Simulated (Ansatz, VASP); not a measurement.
# W8Cl (W(110)-(2x1)-Cl, hollow site): VASP beside Ansatz, part 2 of 2

Aim: how closely do two programs agree when they are given the same cell, functional and k mesh? The cell is taken from a series of runs on this material, whose earlier steps may have relaxed, scaled, displaced or heated it; both programs get it as it stands.

VASP 6.6.1 and Ansatz 0.2.0.

So far: The structure; VASP: single point, PBE.

### Step 3. Ansatz: single point, PBE

Level of this step: Ansatz beside VASP: Kohn-Sham DFT, plane waves, PBE (Ansatz).

Ansatz runs on its default PAW (the set named soft_2) files.

The same cell, functional, mesh and smearing now go to Ansatz, which takes its cutoff from its data sets.

Input file input.yaml:

```yaml
crystal:
  lattice:
    - [5.4732805519, 0.0, 0.0]
    - [0.9122134253, 2.5801291957, 0.0]
    - [0.0, 0.0, 25.9259188611]
  atoms:
    - { symbol: W, position: [0.0, 0.0, 0.3278572322] }
    - { symbol: W, position: [0.5, 0.0, 0.3278572322] }
    - { symbol: W, position: [0.25, 0.5, 0.4140434708] }
    - { symbol: W, position: [0.75, 0.5, 0.4140434708] }
    - { symbol: W, position: [0.0017675092, 0.0026319292, 0.5010099385] }
    - { symbol: W, position: [0.4999120346, 0.0025707255, 0.5019633879] }
    - { symbol: W, position: [0.2455948992, 0.4913554387, 0.5879718415] }
    - { symbol: W, position: [0.7595278156, 0.5297781419, 0.5862154999] }
    - { symbol: Cl, position: [0.4444801458, 0.8079079148, 0.6604731169] }
kpoints:
  mp_grid: { grid: [12, 24, 1] }
hamiltonian:
  xc: pbe
scf:
  occupations: { method: fermi_dirac, width: 0.05 }
  convergence: { dr2_threshold: 1.0e-09 }
  n_extra_bands: 20
efield:
  axis: 3
  dipole_correction: true
  ramp_position: 0.97
  ramp_width: 0.06
output:
  band_densities:
    - { e_range: [-0.05, 0] }
    - { e_range: [-0.4, 0] }
    - { e_range: [-1.2, 0] }
    - { e_range: [0, 0.05] }
    - { e_range: [0, 0.4] }
    - { e_range: [0, 1.2] }
    - { e_range: [-2.0, -1.8] }
    - { e_range: [-1.8, -1.6] }
    - { e_range: [-1.6, -1.4] }
    - { e_range: [-1.4, -1.2] }
    - { e_range: [-1.2, -1.0] }
    - { e_range: [-1.0, -0.8] }
    - { e_range: [-0.8, -0.6] }
    - { e_range: [-0.6, -0.4] }
    - { e_range: [-0.4, -0.2] }
    - { e_range: [-0.2, 0.0] }
    - { e_range: [0.0, 0.2] }
    - { e_range: [0.2, 0.4] }
    - { e_range: [0.4, 0.6] }
    - { e_range: [0.6, 0.8] }
    - { e_range: [0.8, 1.0] }
    - { e_range: [1.0, 1.2] }
    - { e_range: [1.2, 1.4] }
    - { e_range: [1.4, 1.6] }
    - { e_range: [1.6, 1.8] }
    - { e_range: [1.8, 2.0] }
  band_residual_tolerance: 0.0001
  dos: { projected: true, e_range: [-5, 4] }
  write_potential: true
  write_density: true
  volumetric_format: npy
```

Started as:

```bash
> ansatz run input.yaml --threads 4 --pin off --max-ram 6144MiB --backend cpu --events-out ev --progress --plain --runs-dir out
```

Numbers of over 12 decimals in the logs are rounded to 6 here.

What it wrote:

```text
scf.n_extra_bands = 20 over 60 filled bands (N_el = 119.0): the run solves 80 bands
Engine: ansatz 0.2.0, aarch64-unknown-linux-gnu
Pseudopotentials: kind: paw
Pseudopotential: W, paw, valence charge 14, recommended cutoff 420 eV (normal), W.paw.azcp
Pseudopotential: Cl, paw, valence charge 7, recommended cutoff 420 eV (normal), Cl.paw.azcp
Functional definition: PBE
  parameter kappa = 0.804
  parameter beta = 0.066725
  exchange = pbe_x(kappa = kappa, mu = beta*pi^2/3)
  correlation = pbe_c(beta = beta)
Crystal: 9 atoms, lattice volume = 366.120 Å³
Basis set: ecut = 420 eV, 7219 PW (Γ)
Bands: 80, of which v1, the nominal top of the filled ones, is band 60 counted from 1 (59 counted from 0)
Symmetry: 1 space group operations
Space group: P1 (ITA 1), of the structure as read, at distance tolerance 7.2e-5 Å
k-points: 146 of 288 (time reversal used)
Non-local potential: W, projectors of the file, l = 0: 3, l = 1: 2, l = 2: 2, l = 3: 1
Non-local potential: Cl, projectors of the file, l = 0: 2, l = 1: 2, l = 2: 2
PAW form: soft (Blöchl's): semilocal exchange-correlation on the pseudo side does not see the compensation charge
PAW one-centre angular grid: W, 590 points (default); XC on 64 Gauss nodes
PAW one-centre angular grid: Cl, 110 points (default); XC on 64 Gauss nodes
Initial density: superposition of atomic densities (neutral atoms: chi_scale 0, normalization atom), corrected by the library's trained network
Initial wavefunctions: pseudopotential atomic-orbital guess
Functional: x = pbe(κ = 0.804, μ = 0.219515), c = pbe(β = 0.066725)
SCF iter   1: F=—  HF=-84154.371474 eV  |F-HF|=—  |Δ(HF+E_count)|=         —  Δρ=6.75e-3  dr2=1.71e0  ethr=1.77e-3  p=0.035 e·Å  D=1.73e-2 V/Å  ΔV_dip=-0.45 eV  dr2_dipole=6.90e-2  V_vac-E_F(+/−)=4.58/5.03 eV  ⟨swp⟩=8.5  Hψ=55075  notcnv=0  defer=476
efield: sawtooth ramp at fractional position 0.9700 (set: `efield.ramp_position`, or a place that a band, a saddle search or an elastic batch's reference lends), width 0.0600; the density the first Hamiltonian is built on has a dipole p = 0.035 e·Å; the dipole correction subtracts the counter field D = 1.73e-2 V/Å, which shifts the + side's vacuum level by -0.45 eV against the − side's; the planar-averaged density in the ramp window peaks in size at 2.3e-5 e/Å³
preconditioner: auto → LDOS  [metal: Δε(μ)=0.006 eV  Ē_g=6.337 eV  σ=0.050 eV  W_gap=0.03  n_scr=48 (ndim 8)  ℏωp=14.4 eV  f_vac=0.550  D(μ)=5.62/eV (n_scr^D=30)  β→1.0]
SCF iter   2: F=—  HF=-84154.304159 eV  |F-HF|=—  |Δ(HF+E_count)|=   6.73e-2  Δρ=2.56e-3  dr2=1.26e-1  ethr=1.43e-3  p=0.059 e·Å  D=2.89e-2 V/Å  ΔV_dip=-0.75 eV  dr2_dipole=1.04e-4  V_vac-E_F(+/−)=4.17/4.92 eV  ⟨swp⟩=2.0  Hψ=14502  notcnv=0  defer=1161
SCF iter   3: F=—  HF=-84154.297203 eV  |F-HF|=—  |Δ(HF+E_count)|=   6.96e-3  Δρ=3.70e-4  dr2=1.61e-3  ethr=1.06e-4  p=0.055 e·Å  D=2.71e-2 V/Å  ΔV_dip=-0.70 eV  dr2_dipole=1.39e-4  V_vac-E_F(+/−)=4.21/4.91 eV  ⟨swp⟩=2.1  Hψ=13220  notcnv=0  defer=1318
SCF iter   4: F=—  HF=-84154.297739 eV  |F-HF|=—  |Δ(HF+E_count)|=   5.35e-4  Δρ=1.70e-4  dr2=2.99e-4  ethr=1.36e-6  p=0.055 e·Å  D=2.71e-2 V/Å  ΔV_dip=-0.70 eV  dr2_dipole=1.63e-5  V_vac-E_F(+/−)=4.20/4.91 eV  ⟨swp⟩=3.2  Hψ=21296  notcnv=0  defer=1318
SCF iter   5: F=—  HF=-84154.297727 eV  |F-HF|=—  |Δ(HF+E_count)|=   1.16e-5  Δρ=5.82e-5  dr2=2.91e-5  ethr=2.51e-7  p=0.055 e·Å  D=2.71e-2 V/Å  ΔV_dip=-0.70 eV  dr2_dipole=8.18e-7  V_vac-E_F(+/−)=4.20/4.91 eV  ⟨swp⟩=2.8  Hψ=17989  notcnv=0  defer=1318
SCF iter   6: F=—  HF=-84154.297730 eV  |F-HF|=—  |Δ(HF+E_count)|=   3.11e-6  Δρ=2.11e-5  dr2=5.38e-6  ethr=2.45e-8  p=0.055 e·Å  D=2.71e-2 V/Å  ΔV_dip=-0.70 eV  dr2_dipole=1.79e-8  V_vac-E_F(+/−)=4.20/4.91 eV  ⟨swp⟩=2.7  Hψ=18691  notcnv=0  defer=1318
SCF iter   7: F=—  HF=-84154.297448 eV  |F-HF|=—  |Δ(HF+E_count)|=   2.82e-4  Δρ=7.03e-6  dr2=3.89e-7  ethr=4.52e-9  p=0.055 e·Å  D=2.71e-2 V/Å  ΔV_dip=-0.70 eV  dr2_dipole=1.54e-9  V_vac-E_F(+/−)=4.20/4.90 eV  ⟨swp⟩=2.0  Hψ=15553  notcnv=0  defer=1317
SCF iter   8: F=—  HF=-84154.297449 eV  |F-HF|=—  |Δ(HF+E_count)|=   2.00e-7  Δρ=2.77e-6  dr2=7.45e-8  ethr=3.27e-10  p=0.055 e·Å  D=2.71e-2 V/Å  ΔV_dip=-0.70 eV  dr2_dipole=1.98e-10  V_vac-E_F(+/−)=4.20/4.90 eV  ⟨swp⟩=3.3  Hψ=20503  notcnv=0  defer=1317
SCF iter   9: F=—  HF=-84154.297449 eV  |F-HF|=—  |Δ(HF+E_count)|=   9.07e-9  Δρ=7.25e-7  dr2=4.79e-9  ethr=6.26e-11  p=0.055 e·Å  D=2.71e-2 V/Å  ΔV_dip=-0.70 eV  dr2_dipole=6.81e-11  V_vac-E_F(+/−)=4.20/4.90 eV  ⟨swp⟩=2.8  Hψ=18873  notcnv=0  defer=1317
SCF iter  10: F=-84154.297449 eV  HF=-84154.297449 eV  |F-HF|=2.91e-10  |Δ(HF+E_count)|=   1.16e-9  Δρ=2.86e-7  dr2=6.92e-10  ethr=1.00e-12  p=0.055 e·Å  D=2.71e-2 V/Å  ΔV_dip=-0.70 eV  dr2_dipole=2.97e-12  V_vac-E_F(+/−)=4.20/4.90 eV  ⟨swp⟩=18.9  Hψ=51880  notcnv=0
SCF 1 converged in 10 iterations: F = -84154.297449 eV  dr2 = 6.92e-10
  greatest PAW one-centre occupation: 1.000 electrons in one spin orbital (limit 2), on the W atom at site 0 (counted from 0), in its partial waves of l = 0
WARN: The output density's exchange-correlation potential varies sharply where the density is thin. Do not read a vacuum level from v_tot or v_xc, or from such a field of the output density. On a cell that repeats whose density bears no net charge and no dipole along the vacuum's axis use v_es (v_loc + v_h of the components); under efield.dipole_correction with no amplitude use v_es + v_field, which holds any externa [...]
SCF converged after 10 iterations
Free energy (F): -84154.297449 eV
Harris-Foulkes:  -84154.297449 eV  (|F-HF|=2.91e-10)
Internal energy: -84154.253161 eV  (E = F + TS)
E sigma→0 (E₀):  -84154.275305 eV
Entropy (-TS):   -0.044287 eV (-4.921 meV/atom)
Fermi energy:    5.548088 eV
Dipole field:    D = 0.027119 V/Å  (p = 0.054869 e·Å, saw-weighted, corrected)
Work function:   Φ+ = 4.2014 eV   Φ− = 4.9045 eV
Levels:          The Fermi level and band energies are counted from a zero that moves with the ramp; work functions are not
--- Per-component energies (eV) ---
  E_band       = -2576.452869
  E_kinetic    = 3753.456451
  E_local      = -161621.467496  (includes V_loc(G=0)·N_el)
  E_nonlocal   = 36.858342
  E_hartree    = 79136.820874
  E_xc         = -2236.932207
  E_vxc        = -2024.897191  (∫ρ·V_xc dr)
  E_paw        = -69159.295676  (= ΣΔE_a)
  E_vpaw       = -996.592464  (= ΣTr[D̂ρ^β])
  E_aug_tail   = -0.000379  (compensation charges beyond the density's cutoff)
  E_efield     = 0.000744  (sawtooth field / dipole correction)
  E_vefield    = 2.548889  (∫n·V_field dr)
  E_ewald      = 65936.306185
  E_smearing   = -0.044287  (= −TS)
  E_closure    = -0.000000  (closes the sum)
  Σ components = -84154.297449   (vs F -84154.297449, Δ=0.00e0)
--- Band table (eV; the first three rows and the last of 146) ---
  k-point 0: bands = [... 56 lower, 4.4829, 4.8864, 5.4166, 6.0405, 6.3061, 6.3571, 7.2181, 7.3418, ... 16 higher]
  k-point 1: bands = [... 56 lower, 4.4242, 4.9183, 5.3306, 5.8947, 6.1904, 6.3637, 7.0980, 7.1676, ... 16 higher]
  k-point 2: bands = [... 56 lower, 4.4372, 4.9042, 5.1924, 5.5535, 5.7624, 6.4825, 6.7283, 6.9792, ... 16 higher]
  k-point 145: bands = [... 56 lower, 4.6681, 4.6849, 4.8043, 5.3353, 5.6094, 5.9335, 6.1094, 6.6664, ... 16 higher]
--- Band densities, each state counted as filled ---
  window                                       electrons  max residual (eV)  cut levels
  e_range: [-0.05, 0]                           0.305556             6.2e-6           0
  e_range: [-0.4, 0]                            2.388889             6.2e-6           0
  e_range: [-1.2, 0]                            6.701389             6.2e-6           0
  e_range: [0, 0.05]                            0.250000             7.9e-6           0
  e_range: [0, 0.4]                             2.208333             4.8e-5           0
  e_range: [0, 1.2]                             8.340278             4.8e-5           0
  e_range: [-2, -1.8]                           2.194444             2.8e-6           0
  e_range: [-1.8, -1.6]                         1.895833             2.6e-6           0
  e_range: [-1.6, -1.4]                         2.256944             2.5e-6           0
  e_range: [-1.4, -1.2]                         1.513889             2.5e-6           0
  e_range: [-1.2, -1]                           1.236111             2.6e-6           0
  e_range: [-1, -0.8]                           0.923611             2.4e-6           0
  e_range: [-0.8, -0.6]                         1.083333             2.3e-6           0
  e_range: [-0.6, -0.4]                         1.069444             3.0e-6           0
  e_range: [-0.4, -0.2]                         1.298611             3.4e-6           0
  e_range: [-0.2, 0]                            1.090278             6.2e-6           0
  e_range: [0, 0.2]                             1.097222             4.6e-5           0
  e_range: [0.2, 0.4]                           1.111111             4.8e-5           0
  e_range: [0.4, 0.6]                           1.465278             4.7e-5           0
  e_range: [0.6, 0.8]                           1.361111             3.5e-5           0
  e_range: [0.8, 1]                             1.472222             3.4e-5           0
  e_range: [1, 1.2]                             1.833333             3.5e-5           0
  e_range: [1.2, 1.4]                           1.541667             3.4e-5           0
  e_range: [1.4, 1.6]                           2.062500             3.4e-5           0
  e_range: [1.6, 1.8]                           1.715278             3.5e-5           0
  e_range: [1.8, 2]                             1.993056             3.5e-5           0
```

The column dr2 measures how far the density is from self-consistency, as an energy; F and HF (Harris–Foulkes) agree once it is small.

### Step 4. Differences

Known differences besides the potentials themselves: the data sets hold 119 valence electrons in Ansatz (on its default PAW (the set named soft_2) files) and 55 in VASP; the cutoff is 420 eV in Ansatz and 520 eV in VASP. Total energies have different zeros and are not compared.

Compared:

```csv
quantity,Ansatz,VASP,difference
"work function, lower of the two faces (eV)",4.20,4.19,+0.01
"work function, higher of the two faces (eV)",4.90,4.92,-0.02
```

With vacuum in the cell, a pressure given here is an average over mostly empty space and none of the material.

### Step 5. What came out

* difference in work function, higher of the two faces (single point, PBE): -0.016 eV

**Reading.** The difference in work function, higher of the two faces is -0.016 eV (single point, PBE). The data sets hold unlike numbers of valence electrons (119 in Ansatz and 55 in VASP), so part of the differences comes from the potentials. Such differences can come from data sets, numerical settings and the points named under the comparisons, not from the functional's error against experiment.

[Lines on the potential files, build, host, timing and source positions are cut from VASP's logs without a mark.]

[Logs are printed without paths, hosts, clocks, repeated set-up lines and the standing remarks that a program may print on its own settings, such as how far it seeks lower states.]

[Hosts, paths, dates, database ids (printed as entryN), source tags and the programs' standing remarks are cut or masked in the printed files.]
